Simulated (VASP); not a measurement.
All values below come from PBE GGA with D3 dispersion (Becke-Johnson damping), VASP's PBE PAW potentials (set 64) (plane waves; VASP).

VASP ran on this input.

File POSCAR:
```
CdTe
1.0
  0.0000000000   3.2620777053   3.2620777053
  3.2620777053   0.0000000000   3.2620777053
  3.2620777053   3.2620777053   0.0000000000
Cd Te
1 1
Direct
  0.0000000000   0.0000000000   0.0000000000
  0.2500000000   0.2500000000   0.2500000000
```

### INCAR
```
SYSTEM=CdTe
PREC=Accurate; ENCUT=520; LREAL=.False.
LASPH=.True.
EDIFF=1E-6; NELM=100; ALGO=Normal
LMAXMIX=4
ISMEAR=0; SIGMA=0.05
GGA=PE; IVDW=12
IBRION=2; NSW=60; ISIF=3
EDIFFG=-0.01
LWAVE=.False.; LCHARG=.False.
```

KPOINTS:
```
Automatic mesh
0
gamma
6 6 6
0 0 0
```

POTCAR, in this order: Cd Te (PBE.64 set). Program: vasp_std.

What VASP printed:

File OSZICAR:
```
       N       E                     dE             d eps       ncg     rms          rms(c)
DAV:   1     0.988002541066E+02    0.98800E+02   -0.81633E+03   424   0.117E+03
DAV:   2    -0.111353768330E+01   -0.99914E+02   -0.95598E+02   461   0.272E+02
DAV:   3    -0.498432666136E+01   -0.38708E+01   -0.38623E+01   526   0.563E+01
DAV:   4    -0.502131147111E+01   -0.36985E-01   -0.36978E-01   559   0.487E+00
DAV:   5    -0.502141251428E+01   -0.10104E-03   -0.10104E-03   496   0.249E-01    0.559E+00
DAV:   6    -0.480339899189E+01    0.21801E+00   -0.46313E-01   471   0.889E+00    0.453E+00
DAV:   7    -0.478806130745E+01    0.15338E-01   -0.12081E-01   466   0.256E+00    0.175E+00
DAV:   8    -0.478886503436E+01   -0.80373E-03   -0.10735E-02   431   0.144E+00    0.505E-01
DAV:   9    -0.478920072166E+01   -0.33569E-03   -0.97270E-04   484   0.367E-01    0.118E-01
DAV:  10    -0.478927124395E+01   -0.70522E-04   -0.13053E-04   451   0.117E-01    0.530E-02
DAV:  11    -0.478931458082E+01   -0.43337E-04   -0.85848E-05   434   0.680E-02    0.354E-02
DAV:  12    -0.478931338197E+01    0.11989E-05   -0.34403E-06   478   0.179E-02    0.211E-02
DAV:  13    -0.478931317550E+01    0.20647E-06   -0.52036E-07   298   0.411E-03
   1 F= -.54572998E+01 E0= -.54572998E+01  d E =-.545730E+01
```

File OUTCAR:
```
------------------------ aborting loop because EDIFF is reached ----------------------------------------
 Edisp (eV)   -0.66799
  FORCE on cell =-STRESS in cart. coord.  units (eV):
  Direction    XX          YY          ZZ          XY          YZ          ZX
  --------------------------------------------------------------------------------------
  Total       0.00139     0.00139     0.00139     0.00000     0.00000     0.00000
  in kB       0.03202     0.03202     0.03202     0.00000     0.00000     0.00000
  external pressure =        0.03 kB  Pullay stress =        0.00 kB
  volume of cell :       69.42
      direct lattice vectors                 reciprocal lattice vectors
     0.000000000  3.262077705  3.262077705    -0.153276545  0.153276545  0.153276545
     3.262077705  0.000000000  3.262077705     0.153276545 -0.153276545  0.153276545
     3.262077705  3.262077705  0.000000000     0.153276545  0.153276545 -0.153276545
  FREE ENERGIE OF THE ION-ELECTRON SYSTEM (eV)
  ---------------------------------------------------
  free  energy   TOTEN  =        -5.4572997921 eV

  energy  without entropy=       -5.4572997921  energy(sigma->0) =       -5.45729979

 reached required accuracy - stopping structural energy minimisation
```
(Selected blocks of OUTCAR.)

The compound is CdTe in the zinc blende structure. It was relaxed first. The start is the result of an earlier pass.
